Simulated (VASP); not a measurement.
Output of a VASP run:

OSZICAR:
```
...
RMM:   7    -0.439747715269E+00   -0.16314E-04   -0.32863E-07  1101   0.191E-03    0.498E-04
RMM:   8    -0.439746458632E+00    0.12566E-05   -0.78326E-09  1106   0.368E-04    0.142E-04
RMM:   9    -0.439746135125E+00    0.32351E-06   -0.20506E-08  1118   0.194E-04    0.355E-05
RMM:  10    -0.439746023609E+00    0.11152E-06   -0.96642E-11  1100   0.647E-05    0.852E-06
RMM:  11    -0.439746044436E+00   -0.20827E-07    0.27023E-09  1142   0.338E-05    0.341E-06
RMM:  12    -0.439746044304E+00    0.13166E-09    0.84213E-09  1042   0.280E-05    0.388E-07
 Linear response progress:
  Degree of freedom:   3/  4
       N       E                     dE             d eps       ncg     rms          rms(c)
RMM:   1    -0.136579350632E+00   -0.13658E+00    0.74673E-02  4801   0.195E+00
RMM:   2    -0.136192557612E+00    0.38679E-03   -0.24097E-03  3326   0.309E-01    0.101E-01
RMM:   3    -0.136397116882E+00   -0.20456E-03   -0.70779E-05  3615   0.492E-02    0.573E-02
RMM:   4    -0.136654352893E+00   -0.25724E-03   -0.33045E-05  3675   0.331E-02    0.641E-03
RMM:   5    -0.136639005423E+00    0.15347E-04    0.83083E-06  3635   0.575E-03    0.272E-03
RMM:   6    -0.136632651793E+00    0.63536E-05   -0.18343E-05  3627   0.163E-03    0.103E-03
RMM:   7    -0.136636498779E+00   -0.38470E-05    0.17283E-07  3436   0.694E-04    0.379E-04
RMM:   8    -0.136636169036E+00    0.32974E-06   -0.50217E-07  3777   0.202E-04    0.477E-05
RMM:   9    -0.136635711690E+00    0.45735E-06    0.89791E-08  3605   0.938E-05    0.173E-05
RMM:  10    -0.136635843845E+00   -0.13215E-06    0.57715E-08  3664   0.510E-05    0.405E-06
RMM:  11    -0.136635891542E+00   -0.47697E-07    0.15458E-07  4130   0.371E-05    0.115E-06
RMM:  12    -0.136635883571E+00    0.79714E-08    0.14569E-07  4308   0.322E-05    0.438E-07
RMM:  13    -0.136635881009E+00    0.25616E-08    0.12773E-07  4065   0.315E-05    0.979E-08
 Linear response progress:
  Degree of freedom:   4/  4
       N       E                     dE             d eps       ncg     rms          rms(c)
RMM:   1    -0.159953579176E+00   -0.15995E+00    0.69729E-02  1357   0.193E+00
RMM:   2    -0.158369190682E+00    0.15844E-02   -0.26845E-03   986   0.325E-01    0.153E-01
RMM:   3    -0.158392400506E+00   -0.23210E-04   -0.12524E-04  1087   0.554E-02    0.834E-02
RMM:   4    -0.158462551490E+00   -0.70151E-04   -0.48252E-05  1108   0.312E-02    0.185E-02
RMM:   5    -0.158464733658E+00   -0.21822E-05   -0.98341E-06  1101   0.127E-02    0.396E-03
RMM:   6    -0.158457333589E+00    0.74001E-05    0.23830E-07  1036   0.217E-03    0.165E-03
RMM:   7    -0.158454852831E+00    0.24808E-05    0.13625E-07  1120   0.110E-03    0.337E-04
RMM:   8    -0.158455603285E+00   -0.75045E-06    0.27093E-07  1080   0.477E-04    0.158E-04
RMM:   9    -0.158455807559E+00   -0.20427E-06    0.22687E-07  1129   0.166E-04    0.475E-05
RMM:  10    -0.158455763703E+00    0.43856E-07    0.27929E-07  1095   0.647E-05    0.184E-05
RMM:  11    -0.158455750184E+00    0.13519E-07    0.32165E-07  1145   0.524E-05    0.249E-06
RMM:  12    -0.158455760248E+00   -0.10063E-07    0.23902E-07  1028   0.444E-05    0.124E-06
RMM:  13    -0.158455763720E+00   -0.34721E-08    0.28949E-07   870   0.429E-05    0.221E-07
RMM:  14    -0.158455762133E+00    0.15868E-08    0.30009E-07   686   0.425E-05    0.816E-08
 Linear response finished
```

File OUTCAR:
```
------------------------ aborting loop because EDIFF is reached ----------------------------------------

 HEAD OF MICROSCOPIC STATIC DIELECTRIC TENSOR (INDEPENDENT PARTICLE, excluding Hartree and local field effects)
 ------------------------------------------------------
           5.101539     0.000000    -0.000000
           0.000000     5.101541    -0.000000
          -0.000000    -0.000000     4.840076
 ------------------------------------------------------

 MACROSCOPIC STATIC DIELECTRIC TENSOR (including local field effects in DFT)
 ------------------------------------------------------
           4.695632     0.000000    -0.000000
           0.000000     4.695633    -0.000000
          -0.000000     0.000000     3.869749
 ------------------------------------------------------

 PIEZOELECTRIC TENSOR (including local field effects)  for field in x, y, z        (e  Angst)
          XX          YY          ZZ          XY          YZ          ZX
  --------------------------------------------------------------------------------
  x     0.00000     0.00000     0.00000     0.00000     0.00000     0.00000
  y     0.00000     0.00000     0.00000     0.00000     0.00000     0.00000
  z     0.00000     0.00000     0.00000     0.00000     0.00000     0.00000

 PIEZOELECTRIC TENSOR (including local field effects)  for field in x, y, z        (C/m^2)
          XX          YY          ZZ          XY          YZ          ZX
  --------------------------------------------------------------------------------
  x     0.00000     0.00000     0.00000     0.00000     0.00000     0.00000
  y     0.00000     0.00000     0.00000     0.00000     0.00000     0.00000
  z     0.00000     0.00000     0.00000     0.00000     0.00000     0.00000

 BORN EFFECTIVE CHARGES (including local field effects) (in |e|, cummulative output)
 ---------------------------------------------------------------------------------
 ion    1
    1     2.75774     0.00000     0.00000
    2     0.00000     2.75774     0.00000
    3     0.00000    -0.00000     1.59447
 ion    2
    1    -1.37887     0.00000     0.00000
    2     0.00000    -1.37887     0.00000
    3     0.00000     0.00000    -0.79724
 ion    3
    1    -1.37887     0.00000     0.00000
    2     0.00000    -1.37887     0.00000
    3     0.00000     0.00000    -0.79724

   1 f  =    4.835805 THz    30.384258 2PiTHz  161.305088 cm-1    19.999273 meV
             X         Y         Z           dx          dy          dz
      0.000000  0.000000  0.000000    -0.000000    0.000000   -0.764970
      0.000000  0.000000  4.667500     0.000000   -0.000000    0.455423
      0.000000  0.000000 14.002499     0.000000   -0.000000    0.455423

   2 f  =    4.303372 THz    27.038881 2PiTHz  143.545024 cm-1    17.797307 meV
             X         Y         Z           dx          dy          dz
      0.000000  0.000000  0.000000    -0.000000   -0.000000   -0.000000
      0.000000  0.000000  4.667500     0.000000    0.000000    0.707107
      0.000000  0.000000 14.002499     0.000000    0.000000   -0.707107

   3 f  =    3.343478 THz    21.007695 2PiTHz  111.526437 cm-1    13.827510 meV
             X         Y         Z           dx          dy          dz
      0.000000  0.000000  0.000000     0.000000   -0.767122    0.000000
      0.000000  0.000000  4.667500    -0.000000    0.453610    0.000000
      0.000000  0.000000 14.002499    -0.000000    0.453610    0.000000

   4 f  =    3.343478 THz    21.007691 2PiTHz  111.526415 cm-1    13.827507 meV
             X         Y         Z           dx          dy          dz
      0.000000  0.000000  0.000000     0.767122    0.000000   -0.000000
      0.000000  0.000000  4.667500    -0.453610   -0.000000    0.000000
      0.000000  0.000000 14.002499    -0.453610   -0.000000   -0.000000

   5 f  =    2.304044 THz    14.476734 2PiTHz   76.854629 cm-1     9.528755 meV
...
```
(Selected blocks of OUTCAR.)

File POSCAR:
```
CdBr2
1
    1.9750000000     1.1402670000     6.2233330000
   -1.9750000000     1.1402670000     6.2233330000
    0.0000000000    -2.2805340000     6.2233330000
Cd Br
1 2
Direct
  0.0000000000   0.0000000000   0.0000000000
  0.2500000000   0.2500000000   0.2500000000
  0.7500000000   0.7500000000   0.7500000000
```

**Question.** Write an INCAR and KPOINTS that could have produced this output.

**Answer.** This is not unique; one that fits is the input of the run itself, LDA (Ceperley-Alder, Perdew-Zunger), plane waves, VASP's LDA PAW potentials (set 64).

File KPOINTS:
```
Automatic mesh
0
Gamma
5 5 5
0 0 0
```

INCAR:
```
ALGO = Normal
EDIFF = 1E-8
ENCUT = 300
IBRION = 8
ISIF = 2
ISMEAR = -1
LASPH = .TRUE.
LCHARG = .FALSE.
LEPSILON = .TRUE.
LMAXMIX = 4
LREAL = .FALSE.
LWAVE = .FALSE.
NELM = 100
NSW = 1
PREC = Accurate
SIGMA = 0.136
SYSTEM = CdBr2
```

POTCAR, in this order: Cd Br (LDA.64 set). Program: vasp_std.

The dielectric response may not be converged in the k-mesh; for small gaps it tends to come out too large.

The structure comes from a measured CdBr2 entry of the Crystallography Open Database, whose conditions weren't checked. The cell was not relaxed at this level. The run is one of a series of settings (EDIFF = 1E-8, GGA removed, IBRION = 8, LEPSILON = .TRUE., NSW = 1, POTCAR Cd Br (LDA.64 set) against the base run), some of them coarse on purpose.
